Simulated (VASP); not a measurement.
A convergence study with VASP on MgO (rock salt): one setting is varied, all else stays as given below, so the limit is that of these other settings.

```
CELL_PARAMETERS angstrom
      0.00000     2.10500     2.10500
      2.10500     0.00000     2.10500
      2.10500     2.10500     0.00000
ATOMIC_POSITIONS crystal
  Mg 0.00000 0.00000 0.00000
  O  0.50000 0.50000 0.50000
```

All values below come from PBEsol GGA, VASP's PBE PAW potentials (set 64) (plane waves; VASP). The tightest run used: 700 eV cut-off, 16×16×16 Monkhorst-Pack mesh, Gaussian smearing of 0.050 eV, potentials Mg O.

```json
[
 {"setting": "1×1×1 mesh", "E (eV/atom)": "-0.7363", "pressure (GPa)": "70.00", "irreducible k-points": "1"},
 {"setting": "2×2×2 mesh", "E (eV/atom)": "-6.2555", "pressure (GPa)": "-0.27", "irreducible k-points": "2"},
 {"setting": "3×3×3 mesh", "E (eV/atom)": "-6.2110", "pressure (GPa)": "0.19", "irreducible k-points": "4"}
]
```

Task: These are the cheaper rows. Estimate the results at 16×16×16 mesh, and how far the last row shown lies from them.

Result: 
```tsv
quantity	tightest run	last row shown is off by
E (eV/atom)	-6.2592	0.0482
pressure (GPa)	-0.28	0.47
```

Left out are rungs that failed or repeat a setting and relaxations that didn't move; long series are thinned to 24 rows.

The compound is MgO in the rock salt structure. The cell was not relaxed at this level.
